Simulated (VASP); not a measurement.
Calculation: PBE GGA, VASP's PBE PAW potentials (set 64) (plane waves; VASP 6.6.1).

VASP ran on this input.

POSCAR:
```
OsSe
3.0353410
  1.0000000000   0.0000000000   0.0000000000
  0.0000000000   1.0000000000   0.0000000000
  0.0000000000   0.0000000000   1.0000000000
Os Se
1 1
direct
 -0.0031690000   0.0123400000  -0.0032370000
  0.5031690000   0.4876600000   0.5032370000
```

### INCAR
```
! general
SYSTEM   =  OsSe
PREC     =  Accurate
ENCUT    =  300   ! plane-wave cut-off (eV)
LREAL    =  .FALSE.   ! projection in real space or not
LASPH    =  .TRUE.   ! aspherical one-centre terms

! electronic loop
EDIFF    =  1E-6   ! SCF stop (eV)
NELM     =  100
ALGO     =  Normal
LMAXMIX  =  6   ! l cut-off of mixed one-centre charges

! smearing
ISMEAR   =  -1   ! Fermi-Dirac
SIGMA    =  0.1

! functional
GGA      =  PE

! ions
ISIF     =  2   ! forces and stress, cell fixed

! output
LWAVE    =  .FALSE.
LCHARG   =  .FALSE.
```

**KPOINTS**
```
Automatic mesh
0
Gamma
11 11 11
0 0 0
```

POTCAR, in this order: Os Se (PBE.64 set). Program: vasp_std.

At this cut-off the stress carries a Pulay error, which pulls relaxed volumes low. Unless said otherwise, spin-orbit coupling is left out, though it shifts the bands of the heavy elements here.

### Question
Estimate the energy per atom (σ→0), pressure, largest force, band gap (on the k-mesh).

### Answer

The energy per atom (σ→0) comes out as -6.428 eV/atom. The band gap (on the k-mesh) comes out as none (metal, semimetal or under 0.01 eV) and the pressure is 27.73 GPa. The largest force is 0.203 eV/Å.

File OSZICAR:
```
...
DAV:   6    -0.129335035320E+02    0.30137E+00   -0.10652E+00 19963   0.865E+00    0.105E+01
DAV:   7    -0.128854631354E+02    0.48040E-01   -0.10908E-01 15614   0.292E+00    0.488E+00
DAV:   8    -0.128753894084E+02    0.10074E-01   -0.32170E-02 18121   0.149E+00    0.193E-01
DAV:   9    -0.128751317808E+02    0.25763E-03   -0.11560E-03 15345   0.262E-01    0.119E-01
DAV:  10    -0.128751142052E+02    0.17576E-04   -0.15784E-04 18398   0.119E-01    0.334E-02
DAV:  11    -0.128751128062E+02    0.13990E-05   -0.40799E-06 16176   0.178E-02    0.965E-03
DAV:  12    -0.128751118497E+02    0.95653E-06   -0.58808E-07  8553   0.559E-03
   1 F= -.12875112E+02 E0= -.12856097E+02  d E =-.380305E-01
```

The structure was generated: OsSe was put into an ordered model structure, which need not be its known phase. The cell was not relaxed at this level.
